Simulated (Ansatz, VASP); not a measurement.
# Mg15Ti9O32 (Ti_Mg1): VASP beside Ansatz, part 2 of 2

Aim: how closely do two programs agree when they are given the same cell, functional and k mesh? The structure shown is the end of the VASP relaxation below.

VASP 6.6.1 and Ansatz 0.2.0.

So far: The starting structure; VASP: relaxation, PBEsol.

## 3. Ansatz: single point, PBEsol

Level of this step: Ansatz beside VASP: Kohn-Sham DFT, plane waves, PBEsol (Ansatz).

Ansatz runs on its default PAW (the set named soft_2) files.

The same cell, functional, mesh and smearing now go to Ansatz, which takes its cutoff from its data sets.

The input, input.yaml:

```yaml
crystal:
  lattice:
    - [5.94308686, 5.96468423, 0.0]
    - [-5.94308686, 5.96468423, 0.0]
    - [0.0, 0.0, 8.47235171]
  atoms:
    - { symbol: Mg, position: [0.3743271, 0.37333587, 0.13321287] }
    - { symbol: Mg, position: [0.37556374, 0.87473011, 0.63465768] }
    - { symbol: Mg, position: [0.87683556, 0.3734057, 0.6313665] }
    - { symbol: Mg, position: [0.87690292, 0.87572078, 0.13303223] }
    - { symbol: Mg, position: [0.24998092, 0.0001018, 0.25005931] }
    - { symbol: Mg, position: [0.2495276, 0.50004401, 0.75020765] }
    - { symbol: Mg, position: [0.7499687, 0.00047869, 0.75018957] }
    - { symbol: Mg, position: [0.00203875, 0.24782901, 0.25031233] }
    - { symbol: Mg, position: [0.00195021, 0.75239267, 0.75014147] }
    - { symbol: Mg, position: [0.49773525, 0.24838237, 0.74996886] }
    - { symbol: Mg, position: [0.4979024, 0.75261843, 0.2495864] }
    - { symbol: Mg, position: [0.12403102, 0.12589454, 0.86586148] }
    - { symbol: Mg, position: [0.12520542, 0.62740368, 0.36693138] }
    - { symbol: Mg, position: [0.62248907, 0.12500511, 0.36724591] }
    - { symbol: Mg, position: [0.62278733, 0.62709465, 0.86865181] }
    - { symbol: Ti, position: [0.74987316, 0.50019531, 0.25062097], spin: 0.6 }
    - { symbol: Ti, position: [0.25032196, 0.24886901, 0.49980786] }
    - { symbol: Ti, position: [0.24939234, 0.75142868, 0.00021576] }
    - { symbol: Ti, position: [0.74981696, 0.24824686, 0.99510568] }
    - { symbol: Ti, position: [0.74963463, 0.75277372, 0.50526409] }
    - { symbol: Ti, position: [0.00084825, 0.99942442, 0.49972329] }
    - { symbol: Ti, position: [0.00210782, 0.50030268, 0.99521818] }
    - { symbol: Ti, position: [0.49888396, 0.00121604, 0.00025888] }
    - { symbol: Ti, position: [0.49685596, 0.50073786, 0.50513007] }
    - { symbol: O, position: [0.01109861, 0.23871778, 0.4956325] }
    - { symbol: O, position: [0.01074512, 0.73903068, 0.99659037] }
    - { symbol: O, position: [0.51100055, 0.23968446, 0.99643178] }
    - { symbol: O, position: [0.51117191, 0.73897206, 0.49360041] }
    - { symbol: O, position: [0.23915917, 0.01088675, 0.49695008] }
    - { symbol: O, position: [0.2370837, 0.50932582, 0.99830474] }
    - { symbol: O, position: [0.74086682, 0.01308831, 0.99817389] }
    - { symbol: O, position: [0.74222843, 0.50765653, 0.48684523] }
    - { symbol: O, position: [0.00618655, 0.00727018, 0.27123673] }
    - { symbol: O, position: [0.00357017, 0.5078805, 0.77138257] }
    - { symbol: O, position: [0.50918192, 0.00690682, 0.77150613] }
    - { symbol: O, position: [0.51595339, 0.50612384, 0.26596617] }
    - { symbol: O, position: [0.24271142, 0.24403943, 0.2713275] }
    - { symbol: O, position: [0.24354674, 0.74100294, 0.77155313] }
    - { symbol: O, position: [0.74233125, 0.24675024, 0.771366] }
    - { symbol: O, position: [0.74448031, 0.73390861, 0.26599521], spin: 0.6 }
    - { symbol: O, position: [0.25596621, 0.25920616, 0.72859301] }
    - { symbol: O, position: [0.25721014, 0.75624793, 0.22876434] }
    - { symbol: O, position: [0.75526086, 0.26659681, 0.23448064], spin: 0.6 }
    - { symbol: O, position: [0.75727162, 0.75417609, 0.7289907] }
    - { symbol: O, position: [0.26211424, 0.49115116, 0.50202435] }
    - { symbol: O, position: [0.26063117, 0.98953169, 0.0031352] }
    - { symbol: O, position: [0.75695963, 0.49318825, 0.01394808] }
    - { symbol: O, position: [0.75879196, 0.98779167, 0.50204813] }
    - { symbol: O, position: [0.49546983, 0.49292024, 0.72892458] }
    - { symbol: O, position: [0.49373323, 0.99314466, 0.22884023] }
    - { symbol: O, position: [0.98356336, 0.49441262, 0.23449055], spin: 0.6 }
    - { symbol: O, position: [0.99075824, 0.99384058, 0.72858969] }
    - { symbol: O, position: [0.48879345, 0.26190935, 0.50363932] }
    - { symbol: O, position: [0.48860903, 0.76187447, 0.00430977] }
    - { symbol: O, position: [0.98831657, 0.26186683, 0.00658025] }
    - { symbol: O, position: [0.9884784, 0.76100733, 0.50372018] }
hamiltonian:
  xc: pbesol
  pseudopotentials: { kind: paw }
magnetization:
  spin_polarized: true
kpoints:
  mp_grid: { grid: [2, 2, 2] }
scf:
  occupations: { method: gaussian, width: 0.05 }
  n_extra_bands: 21
output:
  forces: true
  eigenvalues: true
```

Started as:

```sh
$ ansatz run input.yaml --threads 8 --pin off --max-ram 18432MiB --backend cpu --events-out ev --progress --plain --runs-dir out
```

Numbers of over 12 decimals in the logs are rounded to 6 here.

Log:

```text
Warning: the band count 246 (scf.n_extra_bands) hosts the net moment |M| = 2.4000 μB (N_el = 450) but caps the reachable moment at 2·n_bands − N_el = 42.0000 μB, below the 283 bands that the automatic rule leaves for it — a moment growing past the seed, or the majority channel's smearing tail, pins there with fewer empty majority states than that count leaves; raise or omit scf.n_extra_bands unless the cap is intended
scf.n_extra_bands = 21 over 225 filled bands (N_el = 450.0): the run solves 246 bands
Engine: ansatz 0.2.0, aarch64-unknown-linux-gnu
Pseudopotentials: kind: paw
Pseudopotential: Mg, paw, valence charge 10, recommended cutoff 420 eV (normal), Mg.paw.azcp
Pseudopotential: Ti, paw, valence charge 12, recommended cutoff 420 eV (normal), Ti.paw.azcp
Pseudopotential: O, paw, valence charge 6, recommended cutoff 420 eV (normal), O.paw.azcp
Functional definition: PBEsol
  exchange = pbesol_x
  correlation = pbesol_c
Crystal: 56 atoms, lattice volume = 600.667 Å³
Basis set: ecut = 420 eV, 11741 PW (Γ), exchange–correlation on 120×120×120 points (8 copies of the dense FFT grid, shifted against one another)
Bands: 246, of which v1, the nominal top of the filled ones, is band 225 counted from 1 (224 counted from 0)
Symmetry: 1 space group operations
Space group: P1 (ITA 1), of the structure as read, at distance tolerance 8.4e-5 Å
Magnetic group: BNS 1.1 (UNI 1), of the structure as read, at distance tolerance 8.4e-5 Å
k-points: 8
Non-local potential: Mg, projectors of the file, l = 0: 3, l = 1: 2, l = 2: 1
Non-local potential: Ti, projectors of the file, l = 0: 3, l = 1: 2, l = 2: 3, l = 3: 1
Non-local potential: O, projectors of the file, l = 0: 2, l = 1: 2, l = 2: 1
PAW form: soft (Blöchl's): semilocal exchange-correlation on the pseudo side does not see the compensation charge
PAW frozen core: Mg, regenerated for the run's functional, and the local potential with it (the file was generated under x = pbe(κ = 0.804, μ = 0.219515), c = pbe(β = 0.066725))
PAW frozen core: Ti, regenerated for the run's functional, and the local potential with it (the file was generated under x = pbe(κ = 0.804, μ = 0.219515), c = pbe(β = 0.066725))
PAW frozen core: O, regenerated for the run's functional, and the local potential with it (the file was generated under x = pbe(κ = 0.804, μ = 0.219515), c = pbe(β = 0.066725))
PAW one-centre angular grid: Mg, 110 points (default); XC on 64 Gauss nodes
PAW one-centre angular grid: Ti, 590 points (default); XC on 64 Gauss nodes
PAW one-centre angular grid: O, 110 points (default); XC on 64 Gauss nodes
Initial density: superposition of atomic densities (chi_scale 0.1, normalization cell, long waves kept (reshape's long-wave potential 0.07 eV rms))
Starting moments: Σ|m| = 2.4 μB on 4 of 56 sites
Initial wavefunctions: pseudopotential atomic-orbital guess
Functional: x = pbesol(κ = 0.804, μ = 0.123457), c = pbesol(β = 0.046)
SCF iter   1: F=—  HF=-68974.377741 eV  |F-HF|=—  |Δ(HF+E_count)|=         —  Δρ=3.63e-2 (↑3.63e-2 ↓3.32e-2)  dr2=2.57e1  dr2_m=8.70e-1  M=0.005 μB ∫|m|=0.452 μB  β_m=0.30  ethr=3.10e-3  ⟨swp⟩=5.0  Hψ=15060  notcnv=0
Mixer restart at iter 1: flushing history
preconditioner: auto → Resta (q_TF=auto, 2.600 Å⁻¹)  ε∞=8.2  [insulator: Δε(μ)=0.105 eV  Ē_g=9.076 eV  σ=0.050 eV  W_gap=0.86  n_scr=178 (ndim 8)  ℏωp=24.3 eV  f_vac=0.000  D(μ)=5.60/eV (n_scr^D=26)  ε∞_Penn≈8.2]
spin=Collinear: Resta preconditioning applied to the charge; magnetization (m = ρ↑ − ρ↓) channel mixes plain (no charge-response kernel on spin).
SCF iter   2: F=—  HF=-68972.692726 eV  |F-HF|=—  |Δ(HF+E_count)|=    1.69e0  Δρ=2.50e-2 (↑2.48e-2 ↓2.50e-2)  dr2=1.31e1  dr2_m=4.66e-1  M=0.006 μB ∫|m|=0.315 μB  β_m=0.63  ethr=3.10e-3  ⟨swp⟩=2.0  Hψ=4990  notcnv=0  defer=174
SCF iter   3: F=—  HF=-68975.935379 eV  |F-HF|=—  |Δ(HF+E_count)|=    3.24e0  Δρ=1.21e-2 (↑1.21e-2 ↓1.14e-2)  dr2=4.92e0  dr2_m=1.50e-2  M=0.019 μB ∫|m|=0.103 μB  β_m=0.61  ethr=2.92e-3  ⟨swp⟩=3.4  Hψ=9242  notcnv=0  defer=205
SCF iter   4: F=—  HF=-68975.683812 eV  |F-HF|=—  |Δ(HF+E_count)|=   2.52e-1  Δρ=8.99e-3 (↑8.99e-3 ↓8.74e-3)  dr2=3.56e0  dr2_m=1.64e-3  M=0.001 μB ∫|m|=0.057 μB  β_m=0.52  ethr=1.09e-3  ⟨swp⟩=2.7  Hψ=9386  notcnv=0  defer=209
SCF iter   5: F=—  HF=-68975.421953 eV  |F-HF|=—  |Δ(HF+E_count)|=   2.62e-1  Δρ=4.66e-3 (↑4.66e-3 ↓4.47e-3)  dr2=8.56e-1  dr2_m=4.56e-4  M=-0.052 μB ∫|m|=0.065 μB  β_m=0.52  ethr=7.92e-4  ⟨swp⟩=3.6  Hψ=5520  notcnv=0  defer=199
SCF iter   6: F=—  HF=-68975.380674 eV  |F-HF|=—  |Δ(HF+E_count)|=   4.13e-2  Δρ=2.35e-3 (↑2.32e-3 ↓2.35e-3)  dr2=2.23e-1  dr2_m=4.13e-4  M=-0.052 μB ∫|m|=0.058 μB  β_m=0.54  ethr=1.90e-4  ⟨swp⟩=4.2  Hψ=5587  notcnv=0  defer=164
SCF iter   7: F=—  HF=-68975.411462 eV  |F-HF|=—  |Δ(HF+E_count)|=   3.08e-2  Δρ=1.53e-3 (↑1.37e-3 ↓1.53e-3)  dr2=7.13e-2  dr2_m=2.31e-4  M=-0.074 μB ∫|m|=0.078 μB  β_m=0.51  ethr=4.95e-5  ⟨swp⟩=2.8  Hψ=5362  notcnv=0  defer=147
SCF iter   8: F=—  HF=-68975.417941 eV  |F-HF|=—  |Δ(HF+E_count)|=   6.48e-3  Δρ=8.36e-4 (↑7.11e-4 ↓8.36e-4)  dr2=1.97e-2  dr2_m=3.33e-4  M=-0.112 μB ∫|m|=0.118 μB  β_m=0.58  ethr=1.58e-5  ⟨swp⟩=2.0  Hψ=5537  notcnv=0  defer=147
[...]
SCF iter  21: F=-68975.440730 eV  HF=-68975.440737 eV  |F-HF|=7.30e-6  |Δ(HF+E_count)|=   3.72e-6  Δρ=2.31e-5 (↑1.26e-5 ↓2.31e-5)  dr2=8.19e-6  dr2_m=8.38e-7  M=-0.980 μB ∫|m|=1.102 μB  β_m=0.68  ethr=3.32e-9  ⟨swp⟩=2.0  Hψ=6826  notcnv=0  defer=140
SCF iter  22: F=-68975.440733 eV  HF=-68975.440737 eV  |F-HF|=4.43e-6  |Δ(HF+E_count)|=   9.31e-8  Δρ=1.70e-5 (↑8.47e-6 ↓1.70e-5)  dr2=4.96e-6  dr2_m=2.83e-7  M=-0.979 μB ∫|m|=1.101 μB  β_m=0.58  ethr=1.82e-9  ⟨swp⟩=2.0  Hψ=7223  notcnv=0  defer=140
SCF iter  23: F=-68975.440736 eV  HF=-68975.440737 eV  |F-HF|=3.99e-7  |Δ(HF+E_count)|=   2.85e-7  Δρ=5.16e-6 (↑3.51e-6 ↓5.16e-6)  dr2=4.81e-7  dr2_m=4.70e-8  M=-0.979 μB ∫|m|=1.101 μB  β_m=0.53  ethr=1.10e-9  ⟨swp⟩=2.0  Hψ=5269  notcnv=0  defer=140
SCF iter  24: F=-68975.440737 eV  HF=-68975.440737 eV  |F-HF|=4.12e-8  |Δ(HF+E_count)|=   8.28e-9  Δρ=1.98e-6 (↑1.01e-6 ↓1.98e-6)  dr2=6.48e-8  dr2_m=8.28e-9  M=-0.980 μB ∫|m|=1.101 μB  β_m=0.69  ethr=1.07e-10  ⟨swp⟩=2.0  Hψ=6025  notcnv=0  defer=140
SCF iter  25: F=-68975.440737 eV  HF=-68975.440737 eV  |F-HF|=6.42e-9  |Δ(HF+E_count)|=  9.17e-10  Δρ=9.14e-7 (↑6.58e-7 ↓9.14e-7)  dr2=1.37e-8  dr2_m=1.29e-9  M=-0.980 μB ∫|m|=1.102 μB  β_m=0.80  ethr=1.44e-11  ⟨swp⟩=2.0  Hψ=5766  notcnv=0  defer=140
SCF iter  26: F=-68975.440737 eV  HF=-68975.440737 eV  |F-HF|=1.64e-8  |Δ(HF+E_count)|=   2.07e-9  Δρ=9.20e-7 (↑4.21e-7 ↓9.20e-7)  dr2=1.89e-8  dr2_m=6.25e-10  M=-0.980 μB ∫|m|=1.102 μB  β_m=0.70  ethr=3.05e-12  ⟨swp⟩=7.5  Hψ=14043  notcnv=0
SCF iter  27: F=-68975.440737 eV  HF=-68975.440737 eV  |F-HF|=2.56e-9  |Δ(HF+E_count)|=  9.31e-10  Δρ=4.65e-7 (↑2.22e-7 ↓4.65e-7)  dr2=3.20e-9  dr2_m=2.28e-10  M=-0.980 μB ∫|m|=1.102 μB  ethr=3.05e-12  ⟨swp⟩=2.0  Hψ=7601  notcnv=0
SCF 1 converged in 27 iterations: F = -68975.440737 eV  dr2 = 3.20e-9
  greatest PAW one-centre occupation: 1.000 electrons in one spin orbital (limit 2), on the Mg atom at site 10 (counted from 0), in its partial waves of l = 0
at 2 of the mixer's solves, the last at iteration 12, it left a direction of its history that read negative out of its fit and stepped the other way along it
SCF converged after 27 iterations
Magnetization: -0.9796 μB (224.5102 up, 225.4898 down)
Absolute magnetization: 1.1032 μB (∫|ρ↑−ρ↓|, with the PAW one-centre terms)
Spin contamination: 0.0118 ħ² per cell (⟨S²⟩ above its minimum at these occupations)
Per-site moments (μB) at R_I (Å): [(-3.0072837247047038e-5, 0.803200), (-2.5750029281099683e-5, 0.810201), (4.364903951443497e-5, 0.807869), (-3.085459241244112e-5, 0.803232), (3.159162706127111e-5, 0.850118), (-4.633378995934072e-5, 0.840119), (-4.15757328215831e-5, 0.839848), (-6.990312416791615e-6, 0.838795), (-2.0978720091842587e-6, 0.842749), (-2.4806091472160386e-6, 0.842878), (-6.41538745924199e-6, 0.838629),  [...]
Free energy (F): -68975.440737 eV
Harris-Foulkes:  -68975.440737 eV  (|F-HF|=2.56e-9)
Internal energy: -68975.434968 eV  (E = F + TS)
E sigma→0 (E₀):  -68975.437852 eV
Entropy (-TS):   -0.005769 eV (-0.103 meV/atom)
Fermi energy:    10.287260 eV
--- Per-component energies (eV) ---
  E_band       = -6539.810331
  E_kinetic    = 9241.394781
  E_local      = -41203.121866  (includes V_loc(G=0)·N_el)
  E_nonlocal   = 3019.867083
  E_hartree    = 15062.567185
  E_xc         = -3670.692299
  E_vxc        = -4695.424058  (∫ρ·V_xc dr)
  E_paw        = -18268.796385  (= ΣΔE_a)
  E_vpaw       = -3027.742028  (= ΣTr[D̂ρ^β])
  E_aug_tail   = 0.080621  (compensation charges beyond the density's cutoff)
  E_ewald      = -33160.000693
  E_core_change = 3.266606  (= ΣΔE_core)
  E_smearing   = -0.005769  (= −TS)
  E_closure    = -0.000000  (closes the sum)
  Σ components = -68975.440737   (vs F -68975.440737, Δ=0.00e0)
--- Forces (eV/Å), atoms counted from 1 ---
  atom   1  Mg     0.00074225    -0.01042566    -0.01261164
  atom   2  Mg    -0.00113692    -0.00248470    -0.00533110
  atom   3  Mg    -0.00039544     0.00066422     0.02503394
  atom   4  Mg    -0.00421227     0.00945766    -0.01157504
  atom   5  Mg    -0.00345198     0.00021862    -0.00057438
  atom   6  Mg    -0.00191096     0.00290188    -0.00162074
  atom   7  Mg     0.00208702    -0.00040269    -0.00166077
  atom   8  Mg     0.01528589     0.00421399    -0.00449902
  atom   9  Mg     0.00013451    -0.01061335     0.00032998
  atom  10  Mg    -0.00526506     0.00307533     0.00296087
  atom  11  Mg    -0.02254260    -0.00801413     0.00937068
  atom  12  Mg    -0.00073169     0.00059153     0.00050304
  atom  13  Mg     0.00242747     0.01329972     0.01593268
  atom  14  Mg     0.00699069    -0.01046967     0.00942239
  atom  15  Mg     0.00260808     0.00366411    -0.01635407
  atom  16  Ti    -0.00609917    -0.00506278    -0.01819051
  atom  17  Ti     0.02652852     0.01070041     0.01142757
  atom  18  Ti    -0.03409099    -0.00948556     0.00442684
  atom  19  Ti     0.07550290    -0.05583020    -0.23846153
  atom  20  Ti    -0.06618645     0.06198660     0.24113003
  atom  21  Ti     0.02757552    -0.00705638     0.01322262
  atom  22  Ti     0.06985019     0.05151092    -0.23829382
  atom  23  Ti    -0.03020579     0.00443437     0.00098306
  atom  24  Ti    -0.05735533    -0.05752636     0.23263176
[...]
atom  49  O     -0.00798842     0.02605098    -0.35603780
  atom  50  O      0.00087333     0.03185575    -0.25991312
  atom  51  O     -0.16466259    -0.12485974    -0.11614924
  atom  52  O      0.00387213     0.03468247    -0.24887752
  atom  53  O     -0.21474389    -0.01183525    -0.00895983
  atom  54  O     -0.22218095    -0.00701274    -0.00501657
  atom  55  O     -0.20339185    -0.00327684    -0.00784405
  atom  56  O     -0.22254601     0.00708137    -0.01211279
  max |Σ_I F_I| component: 8.25e-6 eV/Å
--- Band table (eV; the first three rows and the last of 16) ---
  k-point 0 ↑: bands = [... 221 lower, 7.0574, 7.1170, 7.1301, 10.0974, 10.2174, 10.4129, 10.5134, 10.8005, ... 17 higher]
  k-point 1 ↑: bands = [... 221 lower, 6.9961, 7.0293, 7.0716, 10.1507, 10.1815, 10.5445, 10.6884, 10.8407, ... 17 higher]
  k-point 2 ↑: bands = [... 221 lower, 6.9587, 6.9809, 7.0732, 10.4146, 10.4900, 10.4919, 10.5780, 10.6357, ... 17 higher]
  k-point 7 ↓: bands = [... 221 lower, 6.9958, 7.0679, 7.0737, 10.1530, 10.2107, 10.4245, 10.4708, 10.7200, ... 17 higher]
```

It took 1.7 min on 8 threads of Arm Neoverse V2, shared host; peak memory 5.8 GiB; 13 min of CPU time.

The column dr2 measures how far the density is from self-consistency, as an energy; F and HF (Harris–Foulkes) agree once it is small.

## 4. Differences

Known differences besides the potentials themselves: the data sets hold 450 valence electrons in Ansatz (default PAW (the set named soft_2) files) and 258 in VASP; the cutoff is 420 eV in Ansatz and 400 eV in VASP (PREC = Normal, projectors in real space); Ansatz makes its cores anew for this functional, VASP keeps those of its PBE data sets; VASP leaves aspherical gradient terms in its spheres out (LASPH is not set), Ansatz keeps them; site moments are counted in spheres of each program's own size. Total energies have different zeros and are not compared.

Both answers:

```csv
quantity,Ansatz,VASP,difference
total moment (μB),0.98,0.96,+0.02
moment on Ti16 (μB),0.14,0.19,-0.05
moment on Ti19 (μB),0.10,0.15,-0.05
moment on Ti20 (μB),0.10,0.15,-0.04
moment on Ti22 (μB),0.10,0.15,-0.04
moment on Ti24 (μB),0.10,0.14,-0.04
```

At this near-relaxed geometry the largest component of a force difference is 357 meV/Å. VASP's last cycles still show a density residual of 9e-03, so its state may not be settled. Without spin-orbit coupling the overall direction of the spins is arbitrary; the signs of Ansatz's moments are turned here to match VASP's.

## 5. What the set-up changes

Further runs change the set-up of one program: Ansatz's method, potentials or start, or VASP's data sets, cutoff or form of LDA. The table gives Ansatz less VASP for each quantity, since a change that brings one quantity closer may part another.

```csv
run,r.m.s. force difference (meV/Å),total moment (μB)
as above,118,0.021
cores kept as stored,115,0.021
Ansatz's larger PAW set (cutoff 910 eV),117,0.021
norm-conserving potentials (cutoff 1143 eV),132,0.042
```

## 6. What came out

| Property | Result |
| --- | --- |
| r.m.s. force difference (single point, PBEsol) | 118 meV/Å |

The r.m.s. force difference is 118 meV/Å (single point, PBEsol), beyond the 12 meV/Å picked in this series as the mark of a large difference. Single point, PBEsol, norm-conserving potentials (cutoff 1143 eV): the difference in total moment goes from 0.021 to 0.042 μB. Such differences can come from data sets, numerical settings and the points named under the comparisons, not from the functional's error against experiment.

[Lines on the potential files, build, host, timing and source positions are cut from VASP's logs without a mark.]

[Logs are printed without paths, hosts, clocks, repeated set-up lines and the standing remarks that a program may print on its own settings, such as how far it seeks lower states.]

[Hosts, paths, dates, database ids (printed as entryN), source tags and the programs' standing remarks are cut or masked in the printed files.]
